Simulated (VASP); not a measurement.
Given:

```yaml
crystal:
  lattice:
    - [1.76166, -3.05129, 0.00000]
    - [1.76166, 3.05129, 0.00000]
    - [0.00000, 0.00000, 5.46708]
  atoms:
    - { symbol: Tm, position: [0.33333, 0.66667, 0.25000] }
    - { symbol: Tm, position: [0.66667, 0.33333, 0.75000] }
```

Method: PBE GGA, VASP's PBE PAW potentials (set 64) (plane waves; VASP 6.6.1). Settings: 480 eV cut-off, 12×12×6 Γ-centred mesh, first-order Methfessel-Paxton smearing of 0.10 eV, potentials Tm_3.

The 4f electrons are frozen in the core of the lanthanide potential, so 4f levels, which can set the real gap, and their magnetism are missing.

Question: What does the run give for the energy per atom (σ→0), pressure, band gap (on the k-mesh) with the smallest direct gap where there is one?

Answer: 
```yaml
band gap (on the k-mesh): none (metal, semimetal or under 0.01 eV)
energy per atom (σ→0): -4.473 eV/atom
pressure: 1.55 GPa
```

The compound is Tm in the hcp structure. This cell was strained or had an atom moved on purpose.
